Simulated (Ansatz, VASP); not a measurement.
# Ta2O5: VASP beside Ansatz, part 2 of 2

Wanted: the spread between two codes on one cell, functional and k mesh. The cell is taken from a series of runs on this material, whose earlier steps may have relaxed, scaled, displaced or heated it; both programs get it as it stands. Other levels of theory on this material are compared in a session of their own.

VASP 6.6.1 and Ansatz 0.2.0.

So far. Step 2 (VASP: single point, r2SCAN): The run ends at a pressure of 1.53 GPa, with forces up to 0.018 eV/Å.

### 6. VASP: single point, r2SCAN with rVV10

Level of this step: r2SCAN with rVV10; plane waves and PAW (Ta_pv, O) (VASP).

The same cell, functional and mesh now go to VASP, with its own data sets.

INCAR

```
SYSTEM = Ta2O5
PREC = Accurate
ENCUT = 580
EDIFF = 1E-06
NELM = 120
ISMEAR = 0
SIGMA = 0.01
LREAL = .FALSE.
ALGO = Normal
METAGGA = R2SCAN
LUSE_VDW = .TRUE.
IVDW_NL = 2
BPARAM = 11.95
CPARAM = 0.0093
LASPH = .TRUE.
NBANDS = 33
LORBIT = 11
LWAVE = .FALSE.
LCHARG = .FALSE.
ISIF = 2
GGA_COMPAT = .FALSE.
EFERMI = MIDGAP
LMIXTAU = .TRUE.
KPAR = 2
```

POSCAR

```
Ta2O5
1.0
   -2.6221613017      2.6221613017      4.7625340212
    2.6221613017     -2.6221613017      4.7625340212
    2.6221613017      2.6221613017     -4.7625340212
Ta O
2 5
Direct
    0.1974702094      0.1974702094      0.0000000000
    0.8025297906      0.8025297906      0.0000000000
    0.0000000000      0.0000000000      0.0000000000
    0.5000000000      0.0000000000      0.0000000000
    0.0000000000      0.5000000000      0.0000000000
    0.0000000000      0.0000000000      0.5000000000
    0.5000000000      0.5000000000      0.5000000000
```

KPOINTS

```
Automatic mesh
0
Gamma
6 6 6
0 0 0
```

Potentials, in the order of the species: Ta_pv and O (PBE family, release 64).

Launch:

```sh
$ mpirun -np 2 vasp_std
```

Numbers of over 12 decimals in the logs are rounded to 6 here.

Log:

```text
[banner, memory and clock lines left out]
running    2 mpi-ranks, on    1 nodes
[...]
|                                                                             |
|               ----> ADVICE to this user running VASP <----                  |
|                                                                             |
|     You have switched on vdW-DFT.                                           |
|     This routine was written and supplied by Jiri Klimes. We recommend      |
|     that you carefully read and cite the following publications:            |
|       J. Klimes, D.R. Bowler, A. Michelides                                 |
|          J. Phys.: Cond Matt. 22 022201 (2010)                              |
|       J. Klimes, D.R. Bowler, A. Michelides                                 |
|          Phys. Rev. B. 83, 195131 (2011)                                    |
|     and references therein.                                                 |
|                                                                             |

[...]
Total rVV10 correction in eV:      1.6956836    54.7821086
Total rVV10 correction in eV:      1.6956836    54.7821086
DAV:  19    -0.145703074330E+03   -0.28056E-03   -0.19864E-04  2115   0.127E-01    0.580E-03
Total rVV10 correction in eV:      1.6957336    54.7821086
Total rVV10 correction in eV:      1.6957336    54.7821086
DAV:  20    -0.145703141429E+03   -0.67098E-04   -0.15620E-05  2422   0.342E-02    0.308E-03
Total rVV10 correction in eV:      1.6957283    54.7821086
Total rVV10 correction in eV:      1.6957283    54.7821086
DAV:  21    -0.145703140110E+03    0.13189E-05   -0.11086E-06  1594   0.863E-03    0.214E-03
Total rVV10 correction in eV:      1.6957313    54.7821086
Total rVV10 correction in eV:      1.6957313    54.7821086
DAV:  22    -0.145703145260E+03   -0.51502E-05   -0.17948E-06  1667   0.105E-02    0.502E-04
Total rVV10 correction in eV:      1.6957324    54.7821086
Total rVV10 correction in eV:      1.6957324    54.7821086
DAV:  23    -0.145703145482E+03   -0.22232E-06   -0.25661E-07  1617   0.443E-03
Total rVV10 correction in eV:      1.6957308    54.7821086
Total rVV10 correction in eV:      1.6957308    54.7821086
Total rVV10 correction in eV:      1.6957336    54.7821086
Total rVV10 correction in eV:      1.6957336    54.7821086
   1 F= -.14570315E+03 E0= -.14570315E+03  d E =0.000000E+00
```

From OUTCAR (step 6):

```text
  Total        0.9381083      0.9381083      0.6033008      0.0000000      0.0000000      0.0000000
  in kB       11.4748411     11.4748411      7.3795109      0.0000000      0.0000000      0.0000000
  external PRESSURE =      10.1097310 kB  Pullay stress =       0.0000000 kB

 POSITION                                       TOTAL-FORCE (eV/Angst)
 -----------------------------------------------------------------------------------
      0.00000      0.00000      1.88092         0.000000      0.000000      0.017896
      0.00000      0.00000      7.64415         0.000000      0.000000     -0.017896
      0.00000      0.00000      0.00000        -0.000000     -0.000000      0.000000
     -1.31108      1.31108      2.38127        -0.000000     -0.000000      0.000000
      1.31108     -1.31108      2.38127        -0.000000     -0.000000      0.000000
      1.31108      1.31108     -2.38127        -0.000000     -0.000000      0.000000
      1.31108      1.31108      2.38127        -0.000000     -0.000000      0.000000
 -----------------------------------------------------------------------------------
    total drift:                                0.000000      0.000000     -0.000000

  FREE ENERGIE OF THE ION-ELECTRON SYSTEM (eV)
  ---------------------------------------------------
  free  energy   TOTEN  =      -145.7031454824 eV

  energy  without entropy=     -145.7031454824  energy(sigma->0) =     -145.70314548

[... 2 parts as in an earlier step ...]

[... 1 further part left out ...]
[key lines of the parts left out:]
E-fermi :   0.6716
```

The run ends at a pressure of 1.01 GPa, with forces up to 0.018 eV/Å.

### 7. Side by side

What differs besides the data sets and the points named for the pairs above, as far as they apply: the data sets hold 84 valence electrons in Ansatz (on PAW files that the input asks for by source) and 52 in VASP. Total energies have different zeros and are not compared.

Compared:

| quantity | Ansatz | VASP | difference |
| --- | --- | --- | --- |
| gap on the k mesh (eV) | 2.162 | 2.122 | +0.040 |

A gap on the mesh is an upper bound, since the band edges may lie between its points; neither run holds spin-orbit coupling, which can move the band edges of a compound of Ta.

### 8. Ansatz: single point, r2SCAN with D4

With cell and atoms fixed, the geometry can't cause a difference; cores, projectors, grids and the points listed under the comparison can.

The cell is taken from a series of runs on this material, whose earlier steps may have relaxed, scaled, displaced or heated it; both programs get it as it stands.

input.yaml

```yaml
crystal:
  lattice:
    - [-2.6221613017, 2.6221613017, 4.7625340212]
    - [2.6221613017, -2.6221613017, 4.7625340212]
    - [2.6221613017, 2.6221613017, -4.7625340212]
  atoms:
    - { symbol: Ta, position: [0.1974702094, 0.1974702094, 0.0] }
    - { symbol: Ta, position: [0.8025297906, 0.8025297906, 0.0] }
    - { symbol: O, position: [0.0, 0.0, 0.0] }
    - { symbol: O, position: [0.5, 0.0, 0.0] }
    - { symbol: O, position: [0.0, 0.5, 0.0] }
    - { symbol: O, position: [0.0, 0.0, 0.5] }
    - { symbol: O, position: [0.5, 0.5, 0.5] }
kpoints:
  mp_grid: { grid: [6, 6, 6] }
hamiltonian:
  xc: r2scan
  pseudopotentials: { kind: paw, source: ansatz }
  dispersion: d4
scf:
  occupations: { method: fixed }
  n_extra_bands: 6
  lower_state_search: "off"
  convergence: { dr2_threshold: 1.0e-09 }
output:
  eigenvalues: true
```

Launch:

```sh
$ ansatz run input.yaml --threads 4 --pin off --max-ram 18432MiB --backend cpu --events-out ev --progress --plain --runs-dir out
```

Log:

```text
[...]
Crystal: 7 atoms, lattice volume = 130.984 Å³
Basis set: ecut = 1050 eV, 10069 PW (Γ), exchange–correlation on 288×288×288 points (64 copies of the dense FFT grid, shifted against one another)
Bands: 48, of which v1, the nominal top of the filled ones, is band 42 counted from 1 (41 counted from 0)
Symmetry: 16 space group operations
[...]
k-points: 30 of 216
[...]
--- Band table (eV; the first three rows and the last of 30) ---
  k-point 0: bands = [... 38 lower, 3.7102, 4.0130, 4.0130, 5.2065, 7.3815, 7.6676, 7.6676, 8.2208, ... 2 higher]
  k-point 1: bands = [... 38 lower, 3.3533, 3.4536, 3.7147, 4.8976, 7.6886, 8.2242, 8.4954, 8.5098, ... 2 higher]
  k-point 2: bands = [... 38 lower, 2.9708, 3.1351, 3.2591, 3.9666, 7.7117, 9.0700, 9.6690, 10.0363, ... 2 higher]
  k-point 29: bands = [... 38 lower, 3.6650, 3.9580, 3.9580, 5.2056, 7.5084, 9.5304, 9.5304, 10.6563, ... 2 higher]
[key lines of the parts left out:]
SCF converged after 12 iterations
Free energy (F): -36435.227117 eV
Fermi energy:    5.206495 eV
```

### 9. VASP: single point, r2SCAN with D4

The same cell, functional and mesh now go to VASP, with its own data sets.

Changes to INCAR since step 6:

```diff
@@ -10,6 +10,7 @@
 METAGGA = R2SCAN
-LUSE_VDW = .TRUE.
-IVDW_NL = 2
-BPARAM = 11.95
-CPARAM = 0.0093
+IVDW = 13
+VDW_S6 = 1
+VDW_S8 = 0.6018749
+VDW_A1 = 0.51559235
+VDW_A2 = 5.77342911
 LASPH = .TRUE.
```

POSCAR is that of step 6.

KPOINTS is that of step 6.

Launch:

```sh
$ mpirun -np 2 vasp_std
```

Log:

```text
[banner, memory and clock lines left out]
running    2 mpi-ranks, on    1 nodes
[...]
[... a notice as in an earlier step ...]

 LDA part: xc-table for (None), standard interpolation
 POSCAR, INCAR and KPOINTS ok, starting setup
[...]
entering main loop
       N       E                     dE             d eps       ncg     rms          rms(c)
[... 21 cycles as in an earlier step ...]
   1 F= -.14772062E+03 E0= -.14772062E+03  d E =0.000000E+00
```

From OUTCAR (step 9):

```text
  Edisp (eV):   -0.31959

  Total       0.96910     0.96910     0.66073     0.00000    -0.00000     0.00000
  in kB      11.85396    11.85396     8.08203     0.00000    -0.00000     0.00000
  external pressure =       10.60 kB  Pullay stress =        0.00 kB

 POSITION                                       TOTAL-FORCE (eV/Angst)
 -----------------------------------------------------------------------------------
      0.00000      0.00000      1.88092        -0.000000     -0.000000      0.015444
      0.00000      0.00000      7.64415         0.000000      0.000000     -0.015444
      0.00000      0.00000      0.00000        -0.000000     -0.000000      0.000000
     -1.31108      1.31108      2.38127        -0.000000     -0.000000      0.000000
      1.31108     -1.31108      2.38127        -0.000000     -0.000000     -0.000000
      1.31108      1.31108     -2.38127        -0.000000     -0.000000      0.000000
      1.31108      1.31108      2.38127        -0.000000     -0.000000     -0.000000
 -----------------------------------------------------------------------------------
    total drift:                                0.000000      0.000000     -0.000000

  FREE ENERGIE OF THE ION-ELECTRON SYSTEM (eV)
  ---------------------------------------------------
  free  energy   TOTEN  =      -147.7206170225 eV

  energy  without entropy=     -147.7206170225  energy(sigma->0) =     -147.72061702

[... 2 parts as in an earlier step ...]

[... 1 further part left out ...]
[key lines of the parts left out:]
E-fermi :   0.6865
```

The run ends at a pressure of 1.06 GPa, with forces up to 0.015 eV/Å.

### 10. Comparison

What differs besides the data sets and the points named for the pairs above, as far as they apply: the data sets hold 84 valence electrons in Ansatz (on PAW files that the input asks for by source) and 52 in VASP. Total energies have different zeros and are not compared.

Compared:

| quantity | Ansatz | VASP | difference |
| --- | --- | --- | --- |
| gap on the k mesh (eV) | 2.175 | 2.133 | +0.042 |

A gap on the mesh is an upper bound, since the band edges may lie between its points; neither run holds spin-orbit coupling, which can move the band edges of a compound of Ta.

### 11. Outcome

```json
{
 "difference in gap on the k mesh (single point, r2SCAN)": "0.042 eV",
 "difference in gap on the k mesh (single point, r2SCAN with rVV10)": "0.040 eV",
 "difference in gap on the k mesh (single point, r2SCAN with D4)": "0.042 eV"
}
```

**Reading.** The difference in gap on the k mesh is 0.042 eV (single point, r2SCAN), within the 0.08 eV picked in this series as the mark of a large difference. The data sets hold unlike numbers of valence electrons (84 in Ansatz and 52 in VASP), so part of the differences comes from the potentials. 4 further runs of this series are not shown here. How closely two codes agree says nothing of how well the functional describes the real material.

[Lines on the potential files, build, host, timing and source positions are cut from VASP's logs without a mark.]

[Logs are printed without paths, hosts, clocks, repeated set-up lines and the standing remarks that a program may print on its own settings, such as how far it seeks lower states.]

[Hosts, paths, dates, database ids (printed as entryN), source tags and the programs' standing remarks are cut or masked in the printed files.]
